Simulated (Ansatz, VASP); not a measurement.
## Cross-check of TaN (TaN strained to the junction's net) between VASP and Ansatz

One calculation is typed for both programs; each brings its own data sets. How far apart do they land? The cell is generated by rule, not measured, and may not be a known phase. The structure shown is the end of the Ansatz relaxation below.

Calculated with Ansatz 0.2.0; plane waves, with VASP 6.6.1 beside it; single point at PBE.

### 1. The structure

Symmetry: R-3m, No. 166, trigonal system. Conventional cell: a = 3.130 Å, b = 3.130 Å, c = 7.623 Å, α = 90.00°, β = 90.00°, γ = 120.00°. Nearest to Ta lie 6 N at 2.21 Å. Nearest to N lie 6 Ta at 2.21 Å. Farther neighbours and most contacts between anions are not listed.

Structure file:

```cif
data_structure
_symmetry_space_group_name_H-M 'P 1'
_symmetry_Int_Tables_number 1
_cell_length_a 3.1300
_cell_length_b 3.1300
_cell_length_c 7.6225
_cell_angle_alpha 90.000
_cell_angle_beta 90.000
_cell_angle_gamma 120.000
_cell_volume 64.67
loop_
_atom_site_label
_atom_site_type_symbol
_atom_site_fract_x
_atom_site_fract_y
_atom_site_fract_z
_atom_site_occupancy
Ta1 Ta 0.00000 0.00000 0.00000 1
Ta2 Ta 0.66667 0.33333 0.33333 1
Ta3 Ta 0.33333 0.66667 0.66667 1
N4 N 0.33333 0.66667 0.16667 1
N5 N 0.00000 0.00000 0.50000 1
N6 N 0.66667 0.33333 0.83333 1
```

### 2. Ansatz: relaxation, PBE

Ansatz runs on its default PAW (the set named soft_2) files.

This run makes the geometry at which the two programs are then compared.

Input file input.yaml:

```yaml
crystal:
  lattice:
    - [3.13, 0.0, 0.0]
    - [-1.565, 2.7106595138, 0.0]
    - [0.0, 0.0, 7.6477977416]
  atoms:
    - { symbol: Ta, position: [0.0, 0.0, 0.0] }
    - { symbol: "N", position: [0.3333333333, 0.6666666667, 0.1666666667] }
    - { symbol: Ta, position: [0.6666666667, 0.3333333333, 0.3333333333] }
    - { symbol: "N", position: [0.0, 0.0, 0.5] }
    - { symbol: Ta, position: [0.3333333333, 0.6666666667, 0.6666666667] }
    - { symbol: "N", position: [0.6666666667, 0.3333333333, 0.8333333333] }
kpoints:
  mp_grid: { grid: [12, 12, 4] }
scf:
  occupations: { method: fermi_dirac, width: 0.1 }
  max_iter: 150
hamiltonian:
  xc: pbe
relax:
  f_tol: 0.01
  max_steps: 40
  cell: { fix: [a, b, angles] }
```

Started as:

```bash
$ ansatz run input.yaml --threads 4 --pin off --max-ram 12288MiB --backend cpu --events-out ev --progress --plain --runs-dir out
```

Numbers of over 12 decimals in the logs are rounded to 6 here.

The program printed:

```text
Engine: ansatz 0.2.0, aarch64-unknown-linux-gnu
Pseudopotentials: kind: paw
Pseudopotential: Ta, paw, valence charge 13, recommended cutoff 420 eV (normal), Ta.paw.azcp
Pseudopotential: N, paw, valence charge 5, recommended cutoff 420 eV (normal), N.paw.azcp
Functional definition: PBE
  parameter kappa = 0.804
  parameter beta = 0.066725
  exchange = pbe_x(kappa = kappa, mu = beta*pi^2/3)
  correlation = pbe_c(beta = beta)
Crystal: 6 atoms, lattice volume = 64.887 Å³
Basis set: ecut = 420 eV, 1249 PW (Γ), exchange–correlation on 48×48×108 points (8 copies of the dense FFT grid, shifted against one another)
Bands: 33, of which v1, the nominal top of the filled ones, is band 27 counted from 1 (26 counted from 0)
Symmetry: 36 space group operations
Space group: R-3m (ITA 166), of the structure as read, at distance tolerance 4.0e-5 Å
k-points: 69 of 576
Non-local potential: Ta, projectors of the file, l = 0: 3, l = 1: 2, l = 2: 2, l = 3: 1
Non-local potential: N, projectors of the file, l = 0: 2, l = 1: 2, l = 2: 1
PAW form: soft (Blöchl's): semilocal exchange-correlation on the pseudo side does not see the compensation charge
PAW one-centre angular grid: Ta, 590 points (default); XC on 64 Gauss nodes
PAW one-centre angular grid: N, 110 points (default); XC on 64 Gauss nodes
Initial density: superposition of atomic densities (neutral atoms: chi_scale 0, normalization atom), corrected by the library's trained network
Initial wavefunctions: pseudopotential atomic-orbital guess
Functional: x = pbe(κ = 0.804, μ = 0.219515), c = pbe(β = 0.066725)
SCF iter   1: F=—  HF=-30953.796337 eV  |F-HF|=—  |Δ(HF+E_count)|=         —  Δρ=1.75e-3  dr2=9.16e-4  ethr=1.77e-3  ⟨swp⟩=5.5  Hψ=20069  notcnv=0  defer=12
automatic band count: the SCF goes on with 39 bands, as 33 were too few: the levels above may hold too much charge
preconditioner: auto → Kerker (q_TF=auto, 2.646 Å⁻¹)  [metal: Δε(μ)=0.032 eV  Ē_g=10.850 eV  σ=0.100 eV  W_gap=0.08  n_scr=24 (ndim 8)  ℏωp=25.2 eV  f_vac=0.000  D(μ)=2.42/eV (n_scr^D=24)]
SCF iter   2: F=—  HF=-30953.796271 eV  |F-HF|=—  |Δ(HF+E_count)|=   6.69e-5  Δρ=9.60e-4  dr2=2.12e-4  ethr=1.70e-6  ⟨swp⟩=2.0  Hψ=5121  notcnv=0  defer=11
SCF iter   3: F=—  HF=-30953.796630 eV  |F-HF|=—  |Δ(HF+E_count)|=   3.59e-4  Δρ=1.81e-4  dr2=1.59e-5  ethr=3.93e-7  ⟨swp⟩=2.0  Hψ=3434  notcnv=0  defer=11
SCF iter   4: F=—  HF=-30953.796671 eV  |F-HF|=—  |Δ(HF+E_count)|=   4.11e-5  Δρ=5.38e-5  dr2=1.19e-6  ethr=2.95e-8  ⟨swp⟩=2.1  Hψ=3404  notcnv=0  defer=11
iter 5 did not close the SCF: its close was put off for the readings that it lacked (scf_convergence_deferred on its scf_iter line)
SCF iter   5: F=-30953.796671 eV  HF=-30953.796671 eV  |F-HF|=8.09e-9  |Δ(HF+E_count)|=   2.58e-7  Δρ=6.68e-6  dr2=1.49e-8  ethr=2.20e-9  ⟨swp⟩=2.9  Hψ=4737  notcnv=0  defer=11
SCF iter   6: F=-30953.796671 eV  HF=-30953.796671 eV  |F-HF|=2.07e-10  |Δ(HF+E_count)|=   1.06e-8  Δρ=1.03e-6  dr2=2.56e-10  ethr=2.77e-11  ⟨swp⟩=2.0  Hψ=7752  notcnv=0
SCF 1 converged in 6 iterations: F = -30953.796671 eV  dr2 = 2.56e-10
  greatest PAW one-centre occupation: 0.999 electrons in one spin orbital (limit 2), on the Ta atom at site 4 (counted from 0), in its partial waves of l = 0
relax step   1: F+E_penalty+E_count = -30953.79667130 eV  Δ(F+E_penalty+E_count) = +0.000e0 eV  max|allowed force component| = 1.344e-26 eV/Å  Δτ_max = 0.0000 Å  P = -1.189 GPa  Ω = 64.887 Å³  fix = [a, b, alpha, beta, gamma]  reactions: a -1.065, b -1.065 GPa  (6 SCF iters, dr2 threshold 1.00e-7 eV, accepted)
[...]
relax step   2: F+E_penalty+E_count = -30953.79842126 eV  Δ(F+E_penalty+E_count) = -1.750e-3 eV  max|allowed force component| = 7.446e-26 eV/Å  Δτ_max = 0.0000 Å  P = +0.385 GPa  Ω = 64.579 Å³  energy of the carried Pulay correction = +9.563e-4 eV  fix = [a, b, alpha, beta, gamma]  reactions: a +0.267, b +0.267 GPa  (6 SCF iters, dr2 threshold 6.00e-7 eV, accepted)
[...]
relax step   3: F+E_penalty+E_count = -30953.79830935 eV  Δ(F+E_penalty+E_count) = +1.119e-4 eV  max|allowed force component| = 1.494e-26 eV/Å  Δτ_max = 0.0000 Å  P = -0.095 GPa  Ω = 64.672 Å³  energy of the carried Pulay correction = +6.671e-4 eV  fix = [a, b, alpha, beta, gamma]  reactions: a -0.138, b -0.138 GPa  (6 SCF iters, dr2 threshold 6.00e-7 eV, accepted)
[...]
relax step   4: F+E_penalty+E_count = -30953.79769109 eV  Δ(F+E_penalty+E_count) = +6.183e-4 eV  max|allowed force component| = 3.034e-28 eV/Å  Δτ_max = 0.0000 Å  P = -0.110 GPa  Ω = 64.672 Å³  fix = [a, b, alpha, beta, gamma]  reactions: a -0.147, b -0.147 GPa  stress off target by 3.72e-2 GPa on what of the cell is left free  SCF on the basis re-selected at this cell (its energy is not comparable with the rows above)  (8 SCF iters)
basis re-selected at this cell: Δ(F+E_penalty+E_count) = +6.183e-4 eV, ΔP = -0.016 GPa vs the last step (what re-selecting the basis moved, of the pressure what is left beyond the Pulay correction that the steps carried, after the strain that the cell walked since its last selection, with what the two solves' SCF thresholds leave and, on support functions, any second-order correction that the steps lacked; it is no m [...]
SCF converged after 8 iterations
Free energy (F): -30953.797691 eV
Harris-Foulkes:  -30953.797691 eV  (|F-HF|=1.09e-11)
Internal energy: -30953.717749 eV  (E = F + TS)
E sigma→0 (E₀):  -30953.757720 eV
Entropy (-TS):   -0.079942 eV (-13.324 meV/atom)
Fermi energy:    21.379238 eV
--- Per-component energies (eV) ---
  E_band       = -148.027443
  E_kinetic    = 1501.153568
  E_local      = -1777.492819  (includes V_loc(G=0)·N_el)
  E_nonlocal   = 179.439363
  E_hartree    = 596.919613
  E_xc         = -839.838738
  E_vxc        = -847.226187  (∫ρ·V_xc dr)
  E_paw        = -25572.658511  (= ΣΔE_a)
  E_vpaw       = -397.741062  (= ΣTr[D̂ρ^β])
  E_aug_tail   = 0.000469  (compensation charges beyond the density's cutoff)
  E_ewald      = -5041.240693
  E_smearing   = -0.079942  (= −TS)
  E_closure    = 0.000000  (closes the sum)
  Σ components = -30953.797691   (vs F -30953.797691, Δ=0.00e0)
--- Forces (eV/Å), atoms counted from 1 ---
  atom   1  Ta     0.00000000     0.00000000     0.00000000
  atom   2  N      0.00000000     0.00000000     0.00000000
  atom   3  Ta     0.00000000     0.00000000     0.00000000
  atom   4  N      0.00000000     0.00000000     0.00000000
  atom   5  Ta     0.00000000     0.00000000     0.00000000
  atom   6  N      0.00000000    -0.00000000    -0.00000000
  max |Σ_I F_I| component: 1.39e-28 eV/Å
--- Stress (GPa, compression-positive) ---
       -0.146673       0.000000      -0.000000
       -0.000000      -0.146673      -0.000000
        0.000000      -0.000000      -0.037181
  P = ⅓ Tr σ = -0.1102 GPa (-1.102 kbar)
--- Relaxed structure (3 steps of the walk, 3 accepted, 1 SCFs on fresh bases) ---
  F+E_penalty+E_count = -30953.79769109 eV   max|allowed force component| = 3.034e-28 eV/Å   (the final SCF, on the basis selected at the relaxed cell)
  cell:  # Å, volume = 64.6721 Å³
    - [3.130000, 0, 0]
    - [-1.565000, 2.710660, 0]
    - [0, 0, 7.622509]
  atoms:
    - { symbol: Ta, position: [0, 0, 0] }
    - { symbol: N, position: [0.333333, 0.666667, 0.166667] }
    - { symbol: Ta, position: [0.666667, 0.333333, 0.333333] }
    - { symbol: N, position: [0, 0, 0.5] }
    - { symbol: Ta, position: [0.333333, 0.666667, 0.666667] }
    - { symbol: N, position: [0.666667, 0.333333, 0.833333] }
```

### 3. VASP: single point, PBE

The same cell, functional, mesh and smearing now go to VASP, with its own data sets.

Lines of VASP's logs that name or quote its potential files are left out, and so is its time.

Input file INCAR:

```
SYSTEM = TaN
PREC = Accurate
ENCUT = 600
EDIFF = 1E-06
NELM = 120
ISMEAR = -1
SIGMA = 0.1
LREAL = .FALSE.
ALGO = Normal
GGA = PE
NBANDS = 30
LASPH = .TRUE.
LORBIT = 11
LWAVE = .FALSE.
LCHARG = .FALSE.
ISIF = 2
GGA_COMPAT = .FALSE.
KPAR = 2
```

Input file POSCAR:

```
TaN
1.0
    3.1300000000      0.0000000000      0.0000000000
   -1.5650000000      2.7106595138      0.0000000000
    0.0000000000      0.0000000000      7.6225090990
Ta N
3 3
Direct
    0.0000000000      0.0000000000      0.0000000000
    0.6666666667      0.3333333333      0.3333333333
    0.3333333333      0.6666666667      0.6666666667
    0.3333333333      0.6666666667      0.1666666667
    0.0000000000      0.0000000000      0.5000000000
    0.6666666667      0.3333333333      0.8333333333
```

Input file KPOINTS:

```
Automatic mesh
0
Gamma
12 12 4
0 0 0
```

The projector-augmented-wave data sets are Ta_pv and N (PBE family, release 64).

Started as:

```bash
$ mpirun -np 2 vasp_std
```

The program printed:

```text
[banner, memory and clock lines left out]
running    2 mpi-ranks, on    1 nodes
 distrk:  each k-point on    1 cores,    2 groups
 distr:  one band on    1 cores,    1 groups

 POSCAR found type information on POSCAR TaN
 POSCAR found :  2 types and       6 ions
 LDA part: xc-table for (Slater+PW92), standard interpolation
 POSCAR, INCAR and KPOINTS ok, starting setup
 FFT: planning ... GRIDC
 FFT: planning ... GRID_SOFT
 FFT: planning ... GRID
 WAVECAR not read
 entering main loop
       N       E                     dE             d eps       ncg     rms          rms(c)
DAV:   1     0.483614413230E+03    0.48361E+03   -0.28771E+04  4140   0.188E+03
DAV:   2    -0.420956846916E+02   -0.52571E+03   -0.50982E+03  4762   0.523E+02
DAV:   3    -0.737266378806E+02   -0.31631E+02   -0.30782E+02  5092   0.120E+02
DAV:   4    -0.746020153981E+02   -0.87538E+00   -0.84789E+00  5474   0.173E+01
DAV:   5    -0.746201150317E+02   -0.18100E-01   -0.17988E-01  5312   0.188E+00    0.405E+01
DAV:   6    -0.658079481462E+02    0.88122E+01   -0.52645E+01  5204   0.406E+01    0.180E+01
DAV:   7    -0.655930001560E+02    0.21495E+00   -0.24723E+00  4990   0.890E+00    0.926E+00
DAV:   8    -0.655436962394E+02    0.49304E-01   -0.26714E-01  4990   0.348E+00    0.794E-01
DAV:   9    -0.655324903234E+02    0.11206E-01   -0.59962E-02  5152   0.116E+00    0.221E-01
DAV:  10    -0.655325836301E+02   -0.93307E-04   -0.50736E-03  5232   0.532E-01    0.108E-01
DAV:  11    -0.655323271447E+02    0.25649E-03   -0.87865E-04  5272   0.171E-01    0.266E-02
DAV:  12    -0.655323228823E+02    0.42625E-05   -0.12321E-04  5468   0.602E-02    0.579E-03
DAV:  13    -0.655323224336E+02    0.44866E-06   -0.40292E-06  4484   0.115E-02
   1 F= -.65532322E+02 E0= -.65492273E+02  d E =-.800982E-01
```

From OUTCAR (step 3):

```text
ion  position               nearest neighbor table
   1  0.000  0.000  0.000-   4 2.21   6 2.21   4 2.21   6 2.21   6 2.21   4 2.21   2 3.12   3 3.12
                             3 3.12   2 3.12   3 3.12   2 3.12
   2  0.667  0.333  0.333-   4 2.21   4 2.21   5 2.21   4 2.21   5 2.21   5 2.21   1 3.12   1 3.12
                             1 3.12   3 3.12   3 3.12   3 3.12
   3  0.333  0.667  0.667-   6 2.21   6 2.21   5 2.21   6 2.21   5 2.21   5 2.21   1 3.12   1 3.12
                             1 3.12   2 3.12   2 3.12   2 3.12
   4  0.333  0.667  0.167-   2 2.21   2 2.21   1 2.21   2 2.21   1 2.21   1 2.21
   5  0.000  0.000  0.500-   2 2.21   3 2.21   3 2.21   2 2.21   2 2.21   3 2.21
   6  0.667  0.333  0.833-   3 2.21   3 2.21   1 2.21   3 2.21   1 2.21   1 2.21

  LATTYP: Found a hexagonal cell.
 ALAT       =     3.1300000000
 C/A-ratio  =     2.4353064214

 Subroutine GETGRP returns: Found 12 space group operations
 (whereof 12 operations were pure point group operations)

The static configuration has the point symmetry D_3d.

 Found     69 irreducible k-points:

   k-points           NKPTS =     69   k-points in BZ     NKDIM =     69   number of bands    NBANDS=     30

   dimension x,y,z NGX =    28 NGY =   28 NGZ =   64
   dimension x,y,z NGXF=    56 NGYF=   56 NGZF=  128

   ENCUT  =  600.0 eV  44.10 Ry    6.64 a.u.   6.25  6.25 15.22*2*pi/ulx,y,z

   NELECT =      48.0000    total number of electrons

 k-points in reciprocal lattice and weights: Automatic mesh
   0.00000000  0.00000000  0.00000000       0.002
   0.08333333  0.00000000  0.00000000       0.010
   0.16666667 -0.00000000  0.00000000       0.010
   0.25000000 -0.00000000  0.00000000       0.010
   0.33333333 -0.00000000  0.00000000       0.010
   0.41666667 -0.00000000  0.00000000       0.010
   0.50000000 -0.00000000  0.00000000       0.005
   0.08333333  0.08333333  0.00000000       0.010
   0.16666667  0.08333333  0.00000000       0.021
[...]
0.33333333  0.25000000  0.50000000       0.021
   0.33333333  0.33333333  0.50000000       0.003

 average (electrostatic) potential at core
       1 -35.0176       2 -35.0176       3 -35.0176       4 -61.3792       5 -61.3792
       6 -61.3792

 E-fermi :   9.3798

 k-point     1 :       0.0000    0.0000    0.0000
  band No.  band energies     occupation
    ...
     24       7.3821      2.00000
     25       9.4391      0.71223
     26       9.4391      0.71223
     27       9.4524      0.65218
     28       9.4524      0.65217
     29       9.9988      0.00409
     30       9.9988      0.00409

 k-point     2 :       0.0833    0.0000    0.0000
  band No.  band energies     occupation
    ...
     22       7.3623      2.00000
     23       7.6684      2.00000
     24       7.7414      2.00000
     25       8.5364      1.99957
     26       9.1980      1.72062
     27       9.5891      0.21967
     28       9.7965      0.03054
     29      10.1753      0.00070
     30      10.6015      0.00001

 k-point     3 :       0.1667   -0.0000    0.0000
  band No.  band energies     occupation
    ...
     22       7.3923      2.00000
     23       7.4217      2.00000
     24       8.4230      1.99986
     25       8.4532      1.99981
     26       9.4535      0.64741
     27       9.4980      0.46949
     28      10.6824      0.00000
     29      11.3146      0.00000
     30      11.3792      0.00000

  Total        0.2112797      0.2112797      0.2551588     -0.0000000      0.0000000      0.0000000
  in kB        5.2342087      5.2342087      6.3212634     -0.0000000      0.0000000      0.0000000
  external PRESSURE =       5.5965603 kB  Pullay stress =       0.0000000 kB

  energy-cutoff  :      600.00
  volume of cell :       64.67
      direct lattice vectors                 reciprocal lattice vectors
     3.130000000  0.000000000  0.000000000     0.319488818  0.184456955  0.000000000
    -1.565000000  2.710659514  0.000000000     0.000000000  0.368913910  0.000000000
     0.000000000  0.000000000  7.622509099     0.000000000  0.000000000  0.131190398

 POSITION                                       TOTAL-FORCE (eV/Angst)
 -----------------------------------------------------------------------------------
      0.00000      0.00000      0.00000        -0.000000      0.000000     -0.000000
      1.56500      0.90355      2.54084        -0.000000     -0.000000      0.000000
     -0.00000      1.80711      5.08167        -0.000000      0.000000     -0.000000
     -0.00000      1.80711      1.27042        -0.000000      0.000000     -0.000000
      0.00000      0.00000      3.81125         0.000000      0.000000     -0.000000
      1.56500      0.90355      6.35209         0.000000      0.000000     -0.000000
 -----------------------------------------------------------------------------------
    total drift:                               -0.000000      0.000000      0.000000

  FREE ENERGIE OF THE ION-ELECTRON SYSTEM (eV)
  ---------------------------------------------------
  free  energy   TOTEN  =       -65.5323224336 eV

  energy  without entropy=      -65.4522241894  energy(sigma->0) =      -65.49227331

 total charge
# of ion       s       p       d       tot
------------------------------------------
    1        0.270   6.213   2.430   8.913
    2        0.270   6.213   2.430   8.913
    3        0.270   6.213   2.430   8.913
    4        1.226   2.522   0.000   3.748
    5        1.226   2.522   0.000   3.748
    6        1.226   2.522   0.000   3.748
--------------------------------------------------
tot          4.487  26.207   7.290  37.983

[... 3 further parts left out ...]
```

The run ends at a pressure of 0.56 GPa.

### 4. Side by side

Known differences besides the potentials themselves: the data sets hold 54 valence electrons in Ansatz (on its default PAW (the set named soft_2) files) and 48 in VASP; the cutoff is 420 eV in Ansatz and 600 eV in VASP; Ansatz's pressure holds a Pulay correction, VASP's none. Total energies have different zeros and are not compared.

The two programs side by side:

```
      quantity  Ansatz  VASP  difference
pressure (GPa)   -0.11  0.56       -0.67
```

### 5. What came out

| Quantity | Value |
| --- | --- |
| difference in pressure (single point, PBE) | -0.67 GPa |

The difference in pressure is -0.67 GPa (single point, PBE), within the 1 GPa picked in this series as the mark of a large difference. The data sets hold unlike numbers of valence electrons (54 in Ansatz and 48 in VASP), so part of the differences comes from the potentials. How closely two codes agree says nothing of how well the functional describes the real material.

[Lines on the potential files, build, host, timing and source positions are cut from VASP's logs without a mark.]

[Logs are printed without paths, hosts, clocks, repeated set-up lines and the standing remarks that a program may print on its own settings, such as how far it seeks lower states.]

[Hosts, paths, dates, database ids (printed as entryN), source tags and the programs' standing remarks are cut or masked in the printed files.]
